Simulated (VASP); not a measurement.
Runs of VASP 6.6.1 on SrTiO3. The structure is cubic, space group Pm-3m (No. 221). Conventional cell: a = 3.895 Å, b = 3.895 Å, c = 3.895 Å, α = 90.00°, β = 90.00°, γ = 90.00°. Sr (site symmetry m-3m) is surrounded by 12 O at 2.75 Å. Ti (site symmetry m-3m) is surrounded by 6 O at 1.95 Å. Around O (site symmetry 4/mmm) lie 2 Ti at 1.95 Å. 

```tsv
task	level	spin	cell	k mesh	cutoff (eV)	gap on the mesh (eV)	pressure (GPa)
band structure	PBEsol	off	Pm-3m, 11.82 Å³/atom	8 × 8 × 8	520	1.81	0.2
band structure	TB-mBJ	off	Pm-3m, 11.82 Å³/atom	8 × 8 × 8	520	2.85	-
relaxation of cell and atoms	PBEsol	off	relaxed	8 × 8 × 8	600	1.82	0.0
band structure	r2SCAN	off	Pm-3m, 11.82 Å³/atom	8 × 8 × 8	520	(a)	(b)
band structure	PBEsol	SOC, no magnetisation	Pm-3m, 11.82 Å³/atom	6 × 6 × 6	520	-	0.2
```

Alike in all rows: potentials or basis VASP PAW PBE potentials, release 64 (Sr_sv, Ti_sv, O); smearing gaussian 0.03 eV.

Q: Fill in the values left out.

A: (a) 2.29; (b) 2.8.

Caveats: the PAW data sets were made with another functional, which shifts forces and pressure a little.

A k mesh can miss the band edges, and rows without SOC leave out spin-orbit coupling on Sr.
